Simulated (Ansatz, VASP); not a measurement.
**BiP in two plane-wave programs**

One calculation is typed for both programs; each brings its own data sets. How far apart do they land? The cell is generated by rule, not measured, and may not be a known phase. The cell is taken from a series of runs on this material, whose earlier steps may have relaxed, scaled, displaced or heated it; both programs get it as it stands.

Calculated with Ansatz 0.2.0; plane waves, with VASP 6.6.1 beside it; zone-centre phonons at PBEsol.

The structure was built from a prototype and need not be the compound's stable phase.

## 1. Set-up

The structure is hexagonal, space group P6_3mc (No. 186). Conventional cell: a = 3.947 Å, b = 3.947 Å, c = 7.752 Å, α = 90.00°, β = 90.00°, γ = 120.00°. Nearest to Bi lie 6 P at 2.72 to 3.31 Å. Nearest to P lie 6 Bi at 2.72 to 3.31 Å. Farther neighbours are not listed.

Structure file:

```xyz
4
Lattice="3.9469 0.0000 0.0000 -1.9734 3.4181 0.0000 0.0000 0.0000 7.7516" Properties=species:S:1:pos:R:3 pbc="T T T"
Bi    0.0000    0.0000    7.6226
Bi    0.0000    0.0000    3.7467
P     0.0000    2.2787    2.2690
P     1.9734    1.1394    6.1448
```

## 2. VASP: zone-centre phonons, PBEsol

Second derivatives magnify differences that forces hide, and they need a tight electronic threshold.

Lines of VASP's logs that name or quote its potential files are left out, and so is its time.

File INCAR:

```
SYSTEM = BiP
PREC = Accurate
ENCUT = 500
EDIFF = 1E-08
NELM = 120
ISMEAR = 1
SIGMA = 0.15
LREAL = .FALSE.
ALGO = Normal
GGA = PS
NBANDS = 26
LORBIT = 11
LWAVE = .FALSE.
LCHARG = .FALSE.
ISIF = 2
IBRION = 8
LASPH = .TRUE.
GGA_COMPAT = .FALSE.
KPAR = 2
```

File POSCAR:

```
BiP
1.0
    3.9468847025      0.0000000000      0.0000000000
   -1.9734423512      3.4181024182      0.0000000000
    0.0000000000      0.0000000000      7.7516243735
Bi P
2 2
Direct
    0.0000000000      0.0000000000      0.9833493881
    0.0000000000      0.0000000000      0.4833493881
    0.3333333333      0.6666666667      0.2927086834
    0.6666666667      0.3333333333      0.7927086834
```

File KPOINTS:

```
Automatic mesh
0
Gamma
12 12 6
0 0 0
```

The projector-augmented-wave data sets are Bi_d and P (PBE family, release 64).

The run is started by

```console
mpirun -np 2 vasp_std
```

Numbers of over 12 decimals in the logs are rounded to 6 here.

The program printed:

```text
[banner, memory and clock lines left out]
running    2 mpi-ranks, on    1 nodes
 distrk:  each k-point on    1 cores,    2 groups
 distr:  one band on    1 cores,    1 groups

 POSCAR found type information on POSCAR BiP
 POSCAR found :  2 types and       4 ions
|                                                                             |
|               ----> ADVICE to this user running VASP <----                  |
|                                                                             |
|     You enforced a specific xc type in the INCAR file but a different       |
|     [... a line on the potential file left out ...]
|     I HOPE YOU KNOW WHAT YOU ARE DOING!                                     |
|                                                                             |

 LDA part: xc-table for (Slater+PW92), standard interpolation
 POSCAR, INCAR and KPOINTS ok, starting setup
 FFT: planning ... GRIDC
 FFT: planning ... GRID_SOFT
 FFT: planning ... GRID
 WAVECAR not read
 entering main loop
       N       E                     dE             d eps       ncg     rms          rms(c)
DAV:   1     0.372957680997E+03    0.37296E+03   -0.19385E+04  3952   0.164E+03
DAV:   2     0.180565236317E+02   -0.35490E+03   -0.34843E+03  4048   0.424E+02
DAV:   3    -0.187023360272E+02   -0.36759E+02   -0.36014E+02  5100   0.149E+02
DAV:   4    -0.200706888832E+02   -0.13684E+01   -0.13632E+01  4420   0.301E+01
DAV:   5    -0.201341049711E+02   -0.63416E-01   -0.63397E-01  6024   0.641E+00    0.469E+00
DAV:   6    -0.195901119212E+02    0.54399E+00   -0.17254E+00  4920   0.692E+00    0.251E+00
DAV:   7    -0.195944774680E+02   -0.43655E-02   -0.29115E-01  4250   0.209E+00    0.156E+00
DAV:   8    -0.195908213948E+02    0.36561E-02   -0.52648E-02  4880   0.151E+00    0.230E-01
DAV:   9    -0.195880256404E+02    0.27958E-02   -0.14200E-02  4718   0.736E-01    0.838E-02
DAV:  10    -0.195881598118E+02   -0.13417E-03   -0.13771E-03  4814   0.168E-01    0.396E-02
DAV:  11    -0.195881829904E+02   -0.23179E-04   -0.13451E-04  5426   0.840E-02    0.275E-02
DAV:  12    -0.195881774215E+02    0.55689E-05   -0.21655E-05  5170   0.281E-02    0.899E-03
DAV:  13    -0.195881775917E+02   -0.17026E-06   -0.27956E-06  4410   0.771E-03    0.214E-03
DAV:  14    -0.195881776435E+02   -0.51771E-07   -0.31385E-07  5524   0.423E-03    0.474E-04
DAV:  15    -0.195881776821E+02   -0.38571E-07   -0.56279E-08  3586   0.104E-03    0.575E-04
DAV:  16    -0.195881776660E+02    0.16038E-07   -0.58226E-09  2032   0.720E-04    0.261E-04
DAV:  17    -0.195881776598E+02    0.62646E-08   -0.10709E-09  1992   0.279E-04
   1 F= -.19588178E+02 E0= -.19588941E+02  d E =0.228938E-02
 Linear response reoptimize wavefunctions to high precision
DAV:   1    -0.195881776540E+02    0.57735E-08   -0.50040E-10  2036   0.234E-04
DAV:   2    -0.195881776540E+02   -0.35470E-10   -0.16731E-10  1980   0.115E-04
 Linear response DOF=           4
 Linear response progress:
  Degree of freedom:   1/  4
       N       E                     dE             d eps       ncg     rms          rms(c)
RMM:   1    -0.322814013539E+00   -0.32281E+00    0.22434E-01 29630   0.827E+00
RMM:   2    -0.330214277266E+00   -0.74003E-02   -0.20797E-02 38054   0.104E+00    0.502E-02
RMM:   3    -0.330254370175E+00   -0.40093E-04   -0.18489E-03 44106   0.298E-01    0.314E-02
RMM:   4    -0.329892520283E+00    0.36185E-03   -0.36257E-05 41260   0.885E-02    0.492E-03
RMM:   5    -0.329938650337E+00   -0.46130E-04    0.38119E-05 44571   0.298E-02    0.285E-03
RMM:   6    -0.329969550365E+00   -0.30900E-04    0.23489E-05 43778   0.126E-02    0.818E-04
RMM:   7    -0.329974963228E+00   -0.54129E-05    0.14020E-05 46261   0.520E-03    0.493E-04
RMM:   8    -0.329975771448E+00   -0.80822E-06    0.62496E-06 45028   0.190E-03    0.111E-04
RMM:   9    -0.329975142419E+00    0.62903E-06    0.51263E-06 45274   0.757E-04    0.292E-05
RMM:  10    -0.329975203391E+00   -0.60972E-07    0.30397E-06 46751   0.353E-04    0.921E-06
RMM:  11    -0.329975358267E+00   -0.15488E-06    0.16300E-06 46821   0.178E-04    0.225E-06
RMM:  12    -0.329975390960E+00   -0.32693E-07    0.11667E-06 47535   0.938E-05    0.104E-06
RMM:  13    -0.329975432771E+00   -0.41811E-07    0.71069E-07 45950   0.503E-05    0.612E-07
RMM:  14    -0.329975458358E+00   -0.25587E-07    0.35664E-07 42379   0.265E-05    0.317E-07
RMM:  15    -0.329975474795E+00   -0.16438E-07    0.23808E-07 31377   0.137E-05    0.225E-07
RMM:  16    -0.329975481454E+00   -0.66593E-08    0.12323E-07 26457   0.756E-06    0.102E-07
RMM:  17    -0.329975488072E+00   -0.66172E-08    0.67322E-08 23458   0.453E-06    0.117E-07
 first order change of Fermi-energy   0.29569E-05
 force on displaced ion       1 direction 1 :  -4.654  -0.000  -0.000
 Linear response progress:
  Degree of freedom:   2/  4
       N       E                     dE             d eps       ncg     rms          rms(c)
RMM:   1    -0.354593272518E+00   -0.35459E+00    0.31751E-01  6784   0.857E+00
RMM:   2    -0.361627505495E+00   -0.70342E-02   -0.24523E-02  8802   0.115E+00    0.803E-02
RMM:   3    -0.361386421688E+00    0.24108E-03   -0.21657E-03  9987   0.316E-01    0.499E-02
RMM:   4    -0.361084291594E+00    0.30213E-03   -0.32847E-04  9632   0.102E-01    0.236E-02
RMM:   5    -0.360947383709E+00    0.13691E-03    0.68423E-05  8844   0.415E-02    0.910E-03
RMM:   6    -0.360997523703E+00   -0.50140E-04   -0.11625E-04 10477   0.214E-02    0.237E-03
RMM:   7    -0.361010921113E+00   -0.13397E-04   -0.14833E-05 10347   0.751E-03    0.101E-03
RMM:   8    -0.361021683493E+00   -0.10762E-04   -0.17561E-05 10475   0.348E-03    0.392E-04
RMM:   9    -0.361020969864E+00    0.71363E-06    0.23464E-06  9453   0.156E-03    0.132E-04
RMM:  10    -0.361022858669E+00   -0.18888E-05   -0.22634E-06 10339   0.614E-04    0.401E-05
RMM:  11    -0.361022948351E+00   -0.89682E-07   -0.13099E-06 10212   0.244E-04    0.146E-05
RMM:  12    -0.361023026213E+00   -0.77862E-07   -0.35732E-07 10103   0.124E-04    0.559E-06
RMM:  13    -0.361022904705E+00    0.12151E-06    0.97877E-07 10765   0.615E-05    0.264E-06
RMM:  14    -0.361023058420E+00   -0.15372E-06   -0.31514E-07 10289   0.289E-05    0.169E-06
RMM:  15    -0.361023028769E+00    0.29651E-07    0.21609E-07  9420   0.163E-05    0.556E-07
RMM:  16    -0.361023051773E+00   -0.23004E-07   -0.11302E-07  9527   0.802E-06    0.558E-07
RMM:  17    -0.361023039826E+00    0.11947E-07    0.75112E-08  7543   0.446E-06    0.149E-07
RMM:  18    -0.361023051043E+00   -0.11217E-07   -0.12000E-08  5421   0.256E-06    0.506E-08
 first order change of Fermi-energy  -0.53407E-01
 force on displaced ion       1 direction 3 :   0.000  -0.000  -8.993
 Linear response progress:
  Degree of freedom:   3/  4
       N       E                     dE             d eps       ncg     rms          rms(c)
RMM:   1    -0.487420666473E-01   -0.48742E-01    0.12930E-02 46562   0.109E+00
RMM:   2    -0.460271773076E-01    0.27149E-02   -0.20458E-03 35622   0.293E-01    0.782E-02
RMM:   3    -0.462517340303E-01   -0.22456E-03   -0.34342E-04 41232   0.108E-01    0.335E-02
RMM:   4    -0.464253724767E-01   -0.17364E-03   -0.59722E-05 42732   0.460E-02    0.960E-03
RMM:   5    -0.464609560220E-01   -0.35584E-04   -0.43232E-06 45221   0.158E-02    0.464E-03
RMM:   6    -0.464486637774E-01    0.12292E-04   -0.41088E-06 44888   0.561E-03    0.185E-03
RMM:   7    -0.464527681750E-01   -0.41044E-05   -0.39973E-06 44484   0.137E-03    0.622E-04
RMM:   8    -0.464525398707E-01    0.22830E-06    0.13947E-06 46711   0.513E-04    0.891E-05
RMM:   9    -0.464524502618E-01    0.89609E-07    0.62334E-07 45673   0.174E-04    0.213E-05
RMM:  10    -0.464523617436E-01    0.88518E-07    0.16244E-07 46805   0.561E-05    0.421E-06
RMM:  11    -0.464523518409E-01    0.99027E-08   -0.94220E-09 45194   0.194E-05    0.297E-06
 first order change of Fermi-energy  -0.17859E-04
 force on displaced ion       3 direction 1 :  -5.302  -0.001  -0.000
 Linear response progress:
  Degree of freedom:   4/  4
       N       E                     dE             d eps       ncg     rms          rms(c)
RMM:   1    -0.629735070580E-01   -0.62974E-01    0.16236E-02 11069   0.114E+00
RMM:   2    -0.588676383354E-01    0.41059E-02   -0.35259E-03  8300   0.358E-01    0.814E-02
RMM:   3    -0.588485110742E-01    0.19127E-04   -0.51654E-04  8582   0.154E-01    0.388E-02
RMM:   4    -0.588798280746E-01   -0.31317E-04   -0.97681E-05  9938   0.627E-02    0.170E-02
RMM:   5    -0.589043972557E-01   -0.24569E-04   -0.18632E-05  9634   0.221E-02    0.733E-03
RMM:   6    -0.589085372797E-01   -0.41400E-05    0.12646E-06  9258   0.977E-03    0.229E-03
RMM:   7    -0.589087610701E-01   -0.22379E-06   -0.14129E-06 10126   0.321E-03    0.877E-04
RMM:   8    -0.589093481270E-01   -0.58706E-06   -0.19593E-07  9280   0.114E-03    0.271E-04
RMM:   9    -0.589094158432E-01   -0.67716E-07    0.90987E-07  9510   0.502E-04    0.689E-05
RMM:  10    -0.589092874382E-01    0.12840E-06    0.64398E-07 10365   0.179E-04    0.221E-05
RMM:  11    -0.589092472055E-01    0.40233E-07   -0.13494E-08 10155   0.577E-05    0.578E-06
RMM:  12    -0.589092449640E-01    0.22415E-08   -0.11962E-07 10398   0.215E-05    0.298E-06
RMM:  13    -0.589092472355E-01   -0.22715E-08   -0.17130E-08  9795   0.825E-06    0.547E-07
 first order change of Fermi-energy   0.53268E-01
 force on displaced ion       3 direction 3 :  -0.000   0.000  -7.330
 Linear response finished
```

Parts of OUTCAR (step 2):

```text
ion  position               nearest neighbor table
   1  0.000  0.000  0.983-   4 2.72   4 2.72   4 2.72   3 3.31   3 3.31   3 3.31   2 3.88   2 3.88

  LATTYP: Found a hexagonal cell.
 ALAT       =     3.9468847025
 C/A-ratio  =     1.9639855121

 Subroutine GETGRP returns: Found 12 space group operations
 (whereof  6 operations were pure point group operations)

The static configuration has the point symmetry C_3v.
 The point group associated with its full space group is C_6v.

 Found     76 irreducible k-points:

   k-points           NKPTS =     76   k-points in BZ     NKDIM =     76   number of bands    NBANDS=     26

   dimension x,y,z NGX =    30 NGY =   30 NGZ =   60
   dimension x,y,z NGXF=    60 NGYF=   60 NGZF=  120

   ENCUT  =  500.0 eV  36.75 Ry    6.06 a.u.   7.20  7.20 14.13*2*pi/ulx,y,z

   NELECT =      40.0000    total number of electrons

 k-points in reciprocal lattice and weights: Automatic mesh
   0.00000000  0.00000000  0.00000000       0.001
   0.08333333  0.00000000  0.00000000       0.007
   0.16666667 -0.00000000  0.00000000       0.007
   0.25000000 -0.00000000  0.00000000       0.007
   0.33333333 -0.00000000  0.00000000       0.007
   0.41666667 -0.00000000  0.00000000       0.007
   0.50000000 -0.00000000  0.00000000       0.003
   0.08333333  0.08333333  0.00000000       0.007
   0.16666667  0.08333333  0.00000000       0.014
[...]
0.33333333  0.25000000  0.50000000       0.014
   0.33333333  0.33333333  0.50000000       0.002

 average (electrostatic) potential at core
       1-104.1979       2-104.1979       3 -81.8264       4 -81.8264

  Total       -0.0137277     -0.0137277      0.0721930     -0.0000000      0.0000000     -0.0000000
  in kB       -0.2103172     -0.2103172      1.1060469     -0.0000000      0.0000000     -0.0000000
  external PRESSURE =       0.2284709 kB  Pullay stress =       0.0000000 kB

  energy-cutoff  :      500.00
  volume of cell :      104.58
      direct lattice vectors                 reciprocal lattice vectors
     3.946884702  0.000000000  0.000000000     0.253364381  0.146279994  0.000000000
    -1.973442351  3.418102418  0.000000000     0.000000000  0.292559987  0.000000000
     0.000000000  0.000000000  7.751624374     0.000000000  0.000000000  0.129005219

 POSITION                                       TOTAL-FORCE (eV/Angst)
 -----------------------------------------------------------------------------------
      0.00000      0.00000      7.62256         0.000000      0.000000     -0.005154
      0.00000      0.00000      3.74674         0.000000      0.000000     -0.005154
     -0.00000      2.27873      2.26897        -0.000000     -0.000000      0.005154
      1.97344      1.13937      6.14478         0.000000      0.000000      0.005154
 -----------------------------------------------------------------------------------
    total drift:                                0.000000      0.000000     -0.000144

 Eigenvectors and eigenvalues of the dynamical matrix
 ----------------------------------------------------

   1 f  =    8.567545 THz    53.831476 2PiTHz  285.782556 cm-1    35.432505 meV
             X         Y         Z           dx          dy          dz
      0.000000  0.000000  7.622555    -0.000000   -0.000000   -0.220581
      0.000000  0.000000  3.746743     0.000000    0.000000    0.220581
     -0.000000  2.278735  2.268968    -0.000000   -0.000000   -0.671821
      1.973442  1.139367  6.144780     0.000000    0.000000    0.671821

   2 f  =    7.475803 THz    46.971857 2PiTHz  249.365952 cm-1    30.917424 meV
             X         Y         Z           dx          dy          dz
      0.000000  0.000000  7.622555    -0.000000    0.000000    0.253597
      0.000000  0.000000  3.746743     0.000000   -0.000000    0.253597
     -0.000000  2.278735  2.268968    -0.000000    0.000000   -0.660067
      1.973442  1.139367  6.144780     0.000000   -0.000000   -0.660067

   3 f  =    7.141688 THz    44.872548 2PiTHz  238.221064 cm-1    29.535634 meV
             X         Y         Z           dx          dy          dz
      0.000000  0.000000  7.622555    -0.104823   -0.175157    0.000000
      0.000000  0.000000  3.746743     0.104823    0.175157   -0.000000
     -0.000000  2.278735  2.268968    -0.347653   -0.580921    0.000000
      1.973442  1.139367  6.144780     0.347653    0.580921    0.000000

   4 f  =    7.141688 THz    44.872548 2PiTHz  238.221064 cm-1    29.535634 meV
             X         Y         Z           dx          dy          dz
      0.000000  0.000000  7.622555     0.175157   -0.104823    0.000000
      0.000000  0.000000  3.746743    -0.175157    0.104823    0.000000
     -0.000000  2.278735  2.268968     0.580921   -0.347653   -0.000000
      1.973442  1.139367  6.144780    -0.580921    0.347653   -0.000000

   5 f  =    6.503292 THz    40.861388 2PiTHz  216.926467 cm-1    26.895442 meV
             X         Y         Z           dx          dy          dz
      0.000000  0.000000  7.622555     0.130647    0.218316   -0.000000
      0.000000  0.000000  3.746743     0.130647    0.218316    0.000000
     -0.000000  2.278735  2.268968    -0.338786   -0.566122   -0.000000
      1.973442  1.139367  6.144780    -0.338786   -0.566122   -0.000000

   6 f  =    6.503292 THz    40.861388 2PiTHz  216.926467 cm-1    26.895442 meV
             X         Y         Z           dx          dy          dz
      0.000000  0.000000  7.622555     0.218316   -0.130647   -0.000000
      0.000000  0.000000  3.746743     0.218316   -0.130647    0.000000
     -0.000000  2.278735  2.268968    -0.566122    0.338786    0.000000
      1.973442  1.139367  6.144780    -0.566122    0.338786   -0.000000

   7 f  =    2.725232 THz    17.123137 2PiTHz   90.903949 cm-1    11.270648 meV
             X         Y         Z           dx          dy          dz
      0.000000  0.000000  7.622555     0.000000   -0.000000    0.671821
      0.000000  0.000000  3.746743     0.000000   -0.000000   -0.671821
     -0.000000  2.278735  2.268968    -0.000000    0.000000   -0.220581
      1.973442  1.139367  6.144780    -0.000000    0.000000    0.220581

   8 f  =    1.124488 THz     7.065369 2PiTHz   37.508898 cm-1     4.650509 meV
             X         Y         Z           dx          dy          dz
      0.000000  0.000000  7.622555    -0.347680   -0.580905    0.000000
      0.000000  0.000000  3.746743     0.347680    0.580905    0.000000
     -0.000000  2.278735  2.268968     0.104831    0.175152    0.000000
      1.973442  1.139367  6.144780    -0.104831   -0.175152    0.000000

   9 f  =    1.124488 THz     7.065369 2PiTHz   37.508898 cm-1     4.650509 meV
             X         Y         Z           dx          dy          dz
      0.000000  0.000000  7.622555    -0.580905    0.347680   -0.000000
      0.000000  0.000000  3.746743     0.580905   -0.347680   -0.000000
     -0.000000  2.278735  2.268968     0.175152   -0.104831   -0.000000
      1.973442  1.139367  6.144780    -0.175152    0.104831   -0.000000

  10 f/i=    0.003662 THz     0.023007 2PiTHz    0.122142 cm-1     0.015144 meV
             X         Y         Z           dx          dy          dz
      0.000000  0.000000  7.622555    -0.335653   -0.567985    0.000000
      0.000000  0.000000  3.746743    -0.335653   -0.567985    0.000000
     -0.000000  2.278735  2.268968    -0.129439   -0.219034    0.000000
      1.973442  1.139367  6.144780    -0.129439   -0.219034    0.000000

  11 f/i=    0.003662 THz     0.023007 2PiTHz    0.122142 cm-1     0.015144 meV
             X         Y         Z           dx          dy          dz
      0.000000  0.000000  7.622555    -0.567985    0.335653   -0.000000
      0.000000  0.000000  3.746743    -0.567985    0.335653   -0.000000
     -0.000000  2.278735  2.268968    -0.219034    0.129439   -0.000000
      1.973442  1.139367  6.144780    -0.219034    0.129439   -0.000000

  12 f/i=    0.005132 THz     0.032244 2PiTHz    0.171178 cm-1     0.021223 meV
             X         Y         Z           dx          dy          dz
      0.000000  0.000000  7.622555     0.000000   -0.000000   -0.660067
      0.000000  0.000000  3.746743     0.000000   -0.000000   -0.660067
     -0.000000  2.278735  2.268968     0.000000   -0.000000   -0.253597
      1.973442  1.139367  6.144780     0.000000   -0.000000   -0.253597

 ELASTIC MODULI CONTR FROM IONIC RELAXATION (kBar)
 Direction    XX          YY          ZZ          XY          YZ          ZX
 --------------------------------------------------------------------------------
 XX        -255.2255     31.9157   -250.6373     -0.0000     -0.0000     -0.0000
 YY          31.9157   -255.2255   -250.6373     -0.0000      0.0000      0.0000
 ZZ        -250.6373   -250.6373   -562.6178     -0.0000      0.0000     -0.0000
 XY          -0.0000     -0.0000     -0.0000   -143.5706     -0.0000      0.0000
 YZ          -0.0000      0.0000      0.0000     -0.0000   -301.7690     -0.0000
 ZX          -0.0000      0.0000     -0.0000      0.0000     -0.0000   -331.5995
 --------------------------------------------------------------------------------
```

(Part 1 of 2 ends here.)

[Lines on the potential files, build, host, timing and source positions are cut from VASP's logs without a mark.]

[Logs are printed without paths, hosts, clocks, repeated set-up lines and the standing remarks that a program may print on its own settings, such as how far it seeks lower states.]

[Hosts, paths, dates, database ids (printed as entryN), source tags and the programs' standing remarks are cut or masked in the printed files.]
